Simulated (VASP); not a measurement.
# TePt with r2SCAN + rVV10: from relaxation to properties, part 3 of 7

Aim: relax TePt with r2SCAN + rVV10, compute its properties on that cell and hold them against experiment. The start is a cell from a database of measured crystal structures.

VASP 6.6.1; r2SCAN with rVV10; plane waves and PAW (Te, Pt).

Still holding for the runs below: The k-mesh is coarse for a metal.

So far. Step 2 (Relaxing cell and atoms (r2SCAN + rVV10)): It ends with a largest force of 0.004 eV/Å and a pressure of 0.00 GPa. The volume lies +1.9 % from that of the database's start. Step 3 (Second relaxation): It ends with a largest force of 0.002 eV/Å and a pressure of 0.03 GPa. The volume moved by under 0.01 %: the run met its threshold at the first step.

The database entry behind the starting cell differs from later determinations by our own check (c about 0.8 % long), so it need not match the best structure at ambient conditions.

### 4. Density, ELF and potential (r2SCAN + rVV10)

The relaxed cell gets a fresh self-consistent run, on a basis set for its own volume, to fix the density and to check the remaining stress.

INCAR

```
SYSTEM = TePt
PREC = Accurate
ENCUT = 400
EDIFF = 1E-06
NELM = 100
ISMEAR = 0
SIGMA = 0.05
LREAL = .FALSE.
ALGO = Normal
METAGGA = R2SCAN
LUSE_VDW = .TRUE.
IVDW_NL = 2
BPARAM = 11.95
CPARAM = 0.0093
LASPH = .TRUE.
NBANDS = 22
LORBIT = 11
LWAVE = .FALSE.
LCHARG = .TRUE.
ISIF = 2
LELF = .TRUE.
LVHAR = .TRUE.
```

POSCAR

```
TePt
1.0
   -3.9730888197      0.0000000000      0.0000000000
    1.9865444098     -3.4407958493      0.0000000000
    1.9865444098      1.1469319498      6.7537691630
Te Pt
2 2
Direct
    0.1943745804      0.0971872902      0.2915618707
    0.8056254196      0.9028127098      0.7084381293
    0.7394207909      0.3697103955      0.1091311864
    0.2605792091      0.6302896045      0.8908688136
```

KPOINTS

```
Automatic mesh
0
Gamma
6 6 6
0 0 0
```

Potentials, in the order of the species: Te and Pt (PBE family, release 64).

Launch:

```
> mpirun -np 4 vasp_std
```

Log:

```text
[banner, memory and clock lines left out]
running    4 mpi-ranks, on    1 nodes
 distrk:  each k-point on    4 cores,    1 groups
 distr:  one band on    1 cores,    4 groups

 POSCAR found type information on POSCAR TePt
 POSCAR found :  2 types and       4 ions
 [... a notice as in an earlier step ...]

 [... a notice as in an earlier step ...]

 LDA part: xc-table for (None), standard interpolation
|                                                                             |
|           W    W    AA    RRRRR   N    N  II  N    N   GGGG   !!!           |
|           W    W   A  A   R    R  NN   N  II  NN   N  G    G  !!!           |
|           W    W  A    A  R    R  N N  N  II  N N  N  G       !!!           |
|           W WW W  AAAAAA  RRRRR   N  N N  II  N  N N  G  GGG   !            |
|           WW  WW  A    A  R   R   N   NN  II  N   NN  G    G                |
|           W    W  A    A  R    R  N    N  II  N    N   GGGG   !!!           |
|                                                                             |
|     The number of bands has been changed from the values supplied in        |
|     The orbitals not found in the WAVECAR file will be initialized with     |
|     random numbers, which is usually adequate. For correlated               |
|     calculations, however, you should redo the groundstate calculation.     |
|     I found NBANDS = 22. Now, NBANDS = 24.                                  |
|                                                                             |

 POSCAR, INCAR and KPOINTS ok, starting setup
 FFT: planning ... GRIDC
 FFT: planning ... GRID_SOFT
 FFT: planning ... GRID
 WAVECAR not read
 entering main loop
       N       E                     dE             d eps       ncg     rms          rms(c)
Total rVV10 correction in eV:      0.7033702    43.2549020
DAV:   1    -0.157335134545E+00   -0.15734E+00   -0.12301E+04  1536   0.981E+02
DAV:   2    -0.157677299465E+03   -0.15752E+03   -0.14544E+03  1872   0.208E+02
DAV:   3    -0.163211665917E+03   -0.55344E+01   -0.54612E+01  1888   0.394E+01
DAV:   4    -0.163274954283E+03   -0.63288E-01   -0.63274E-01  1856   0.470E+00
DAV:   5    -0.163275973339E+03   -0.10191E-02   -0.10190E-02  1936   0.558E-01    0.157E+01
Total rVV10 correction in eV:      0.6803559    43.2549019
DAV:   6    -0.154834885370E+03    0.84411E+01   -0.50223E+00  1648   0.171E+01    0.957E+00
Total rVV10 correction in eV:      0.6835065    43.2549019
DAV:   7    -0.154708768989E+03    0.12612E+00   -0.62003E-01  1584   0.780E+00    0.429E+00
Total rVV10 correction in eV:      0.6817315    43.2549019
DAV:   8    -0.154705459777E+03    0.33092E-02   -0.94594E-02  1808   0.211E+00    0.122E+00
Total rVV10 correction in eV:      0.6814810    43.2549019
DAV:   9    -0.154698642949E+03    0.68168E-02   -0.29658E-02  1712   0.147E+00    0.255E-01
Total rVV10 correction in eV:      0.6818937    43.2549019
DAV:  10    -0.154699554547E+03   -0.91160E-03   -0.41620E-03  1840   0.327E-01    0.289E-01
Total rVV10 correction in eV:      0.6819089    43.2549019
DAV:  11    -0.154699630195E+03   -0.75647E-04   -0.83894E-05  1848   0.635E-02    0.143E-01
Total rVV10 correction in eV:      0.6820532    43.2549019
DAV:  12    -0.154699546527E+03    0.83668E-04   -0.20355E-04  1640   0.115E-01    0.637E-02
Total rVV10 correction in eV:      0.6821027    43.2549019
DAV:  13    -0.154699552743E+03   -0.62159E-05   -0.17086E-05  1784   0.231E-02    0.378E-02
Total rVV10 correction in eV:      0.6821016    43.2549019
DAV:  14    -0.154699552592E+03    0.15140E-06   -0.23333E-07  1104   0.332E-03
Total rVV10 correction in eV:      0.6821825    43.2549019
Total rVV10 correction in eV:      0.6821044    43.2549019
   1 F= -.15469955E+03 E0= -.15469701E+03  d E =-.509211E-02
```

The job ended after 64 s (4 MPI ranks of Intel Xeon Platinum 8375C at 2.90GHz (Ice Lake), shared host; peak memory 0.77 GiB).

OUTCAR, selected parts (step 4):

```text
The static configuration has the point symmetry D_3d.

 Found     32 irreducible k-points:

   k-points           NKPTS =     32   k-points in BZ     NKDIM =     32   number of bands    NBANDS=     24

   NELECT =      32.0000    total number of electrons

 E-fermi :   8.0166

 k-point     1 :       0.0000    0.0000    0.0000
  band No.  band energies     occupation
    ...
      9       4.8660      2.00000
     10       4.8660      2.00000
     11       5.9155      2.00000
     12       5.9155      2.00000
     13       6.1953      2.00000
     14       8.7527      0.00000
     15       8.7527      0.00000
     16       8.8039      0.00000
     17       9.4473      0.00000
     18      10.9569      0.00000
    ...

 k-point     2 :       0.1667    0.0000    0.0000
  band No.  band energies     occupation
    ...
     10       4.4405      2.00000
     11       5.8622      2.00000
     12       5.9067      2.00000
     13       6.2204      2.00000
     14       6.5869      2.00000
     15       8.9232      0.00000
     16       9.1892      0.00000
     17       9.7997      0.00000
     18       9.9049      0.00000
     19      10.5913      0.00000
    ...

  Total        0.0253680      0.0253680      0.0295132      0.0000000      0.0000000     -0.0000000
  in kB        0.4402132      0.4402132      0.5121452      0.0000000      0.0000000     -0.0000000
  external PRESSURE =       0.4641905 kB  Pullay stress =       0.0000000 kB

 POSITION                                       TOTAL-FORCE (eV/Angst)
 -----------------------------------------------------------------------------------
      0.00000      0.00000      1.96914        -0.000000      0.000000      0.000325
     -0.00000     -2.29386      4.78463         0.000000     -0.000000     -0.000325
     -1.98654     -1.14693      0.73705        -0.000000      0.000000      0.001655
      1.98654     -1.14693      6.01672         0.000000     -0.000000     -0.001655
 -----------------------------------------------------------------------------------
    total drift:                               -0.000000      0.000000     -0.000000

  FREE ENERGIE OF THE ION-ELECTRON SYSTEM (eV)
  ---------------------------------------------------
  free  energy   TOTEN  =      -154.6995525915 eV

  energy  without entropy=     -154.6944604865  energy(sigma->0) =     -154.69700654

[... 8 parts as in an earlier step ...]

[... 5 further parts left out ...]
```

This step gave:

| Quantity | Value |
| --- | --- |
| electronic steps | 14 |
| bands | 24 |
| pressure | 0.04642 GPa |

Valence electrons inside each PAW sphere by angular momentum. Sphere charges, by row:

```csv
atom,s (e),p (e),d (e),tot (e)
Te1,1.395,1.875,0.087,3.357
Te2,1.395,1.875,0.087,3.357
Pt3,0.682,0.584,8.124,9.39
Pt4,0.682,0.584,8.124,9.39
```

ELF in the ac plane of the conventional cell at fractional y = 0.000, with atoms of Te and Pt within 0.2 Å of it. It is the smooth field of the valence electrons, not physical close to the nuclei.

Values, 24 rows by 14 columns, each cell a mean:
```
0.30 0.30 0.29 0.28 0.28 0.30 0.32 0.33 0.31 0.28 0.27 0.28 0.30 0.30
0.66 0.70 0.73 0.69 0.54 0.38 0.32 0.31 0.33 0.43 0.61 0.72 0.73 0.68
0.68 0.75 0.82 0.80 0.66 0.42 0.22 0.18 0.28 0.52 0.74 0.82 0.79 0.71
0.88 0.86 0.78 0.60 0.36 0.17 0.09 0.08 0.11 0.23 0.47 0.69 0.82 0.87
0.23 0.19 0.15 0.16 0.27 0.41 0.51 0.54 0.48 0.35 0.21 0.15 0.17 0.22
0.03 0.05 0.13 0.30 0.50 0.63 0.70 0.72 0.68 0.59 0.41 0.21 0.08 0.03
0.08 0.09 0.14 0.25 0.36 0.44 0.49 0.50 0.47 0.41 0.31 0.19 0.12 0.08
0.30 0.29 0.27 0.27 0.27 0.28 0.29 0.30 0.29 0.27 0.27 0.27 0.28 0.30
0.03 0.06 0.19 0.32 0.30 0.26 0.21 0.19 0.23 0.27 0.32 0.28 0.13 0.04
0.20 0.22 0.29 0.36 0.42 0.48 0.50 0.50 0.50 0.46 0.39 0.33 0.26 0.21
0.29 0.27 0.28 0.36 0.50 0.62 0.68 0.70 0.67 0.58 0.44 0.31 0.27 0.28
0.04 0.05 0.07 0.12 0.21 0.30 0.36 0.38 0.34 0.26 0.16 0.09 0.05 0.04
0.07 0.07 0.09 0.16 0.27 0.39 0.46 0.48 0.44 0.35 0.23 0.13 0.08 0.07
0.34 0.32 0.31 0.37 0.51 0.62 0.67 0.68 0.66 0.58 0.45 0.34 0.31 0.33
0.12 0.15 0.25 0.35 0.38 0.42 0.43 0.43 0.43 0.41 0.37 0.32 0.20 0.13
0.09 0.12 0.23 0.32 0.29 0.25 0.20 0.19 0.22 0.27 0.31 0.29 0.18 0.10
0.27 0.26 0.24 0.25 0.27 0.29 0.32 0.33 0.31 0.28 0.26 0.24 0.24 0.27
0.05 0.07 0.14 0.26 0.40 0.49 0.55 0.56 0.53 0.47 0.35 0.20 0.11 0.06
0.03 0.04 0.11 0.28 0.48 0.63 0.70 0.71 0.68 0.58 0.40 0.20 0.08 0.03
0.39 0.33 0.24 0.18 0.21 0.31 0.41 0.44 0.38 0.27 0.18 0.20 0.28 0.36
0.89 0.88 0.84 0.71 0.46 0.22 0.09 0.07 0.13 0.30 0.58 0.78 0.87 0.89
0.62 0.71 0.79 0.79 0.66 0.44 0.25 0.21 0.31 0.53 0.74 0.80 0.77 0.66
0.66 0.69 0.69 0.62 0.47 0.35 0.32 0.32 0.33 0.39 0.54 0.66 0.69 0.67
0.20 0.20 0.20 0.22 0.25 0.30 0.33 0.34 0.32 0.28 0.24 0.21 0.20 0.20
```
Columns run along a (4.0 Å), rows up along c (20.3 Å), edges of the conventional cell, whose origin can differ from the input's. Atoms in or near the plane, at fractional coordinates: Te at (0.00, 0.10), Te at (0.00, 0.90), Pt at (0.00, 0.37), Pt at (0.00, 0.63).

Valence density in the ac plane of the conventional cell at fractional y = 0.000, with atoms of Te and Pt within 0.2 Å of it. It is the smooth field of the valence electrons, not physical close to the nuclei.

Ten steps, logarithmic in the rise over the least value, from '0' (-0.2 e/Å³) to '9' (3.1 e/Å³), each cell a mean:
```
55555666665555
56666655566666
35666555556664
66655444455566
44445555555444
44455666655544
44555666665554
76665666655667
99876555556899
98766555566788
55555555555555
44444555554444
44445555554444
66555566555566
99876555566789
99876555556789
66555666665566
44555666665544
44455566655544
55545555554455
66655544455666
05666555556663
66666666666666
55555666655555
```
Columns run along a (4.0 Å), rows up along c (20.3 Å), edges of the conventional cell, whose origin can differ from the input's. Atoms in or near the plane, at fractional coordinates: Te at (0.00, 0.10), Te at (0.00, 0.90), Pt at (0.00, 0.37), Pt at (0.00, 0.63).

Electrostatic potential energy in the ac plane of the conventional cell at fractional y = 0.000, with atoms of Te and Pt within 0.2 Å of it. With pseudopotentials it is smooth inside the atoms' cores, unlike the true potential.

Ten even steps from '0' (-72 eV) to '9' (4 eV), each cell a mean:
```
99999999999999
12479999998632
00168999998400
67899999999987
99999999999999
99999988899999
99999998999999
78899999999988
01379999998521
34689999999753
99999988999999
99999999999999
99999999999999
99999988899999
22579999998642
12479999998632
89999999999999
99999988999999
99999988999999
99999999999999
55789999999865
00168999998300
34689999999753
99999999999999
```
Columns run along a (4.0 Å; values clipped at the 3rd and 97th percentile), rows up along c (20.3 Å), edges of the conventional cell, whose origin can differ from the input's. Atoms in or near the plane, at fractional coordinates: Te at (0.00, 0.10), Te at (0.00, 0.90), Pt at (0.00, 0.37), Pt at (0.00, 0.63).

In this run the pressure is 0.05 GPa, small enough to go on.

[end of part 3 of 7]

[Lines on the potential files, build, host, timing and source positions are cut from VASP's logs without a mark.]

[Logs are printed without paths, hosts, clocks, repeated set-up lines and the standing remarks that a program may print on its own settings, such as how far it seeks lower states.]

[Hosts, paths, dates, database ids (printed as entryN), source tags and the programs' standing remarks are cut or masked in the printed files.]

[A measured line is paired with the nearest computed mode of its activity, which favours agreement.]
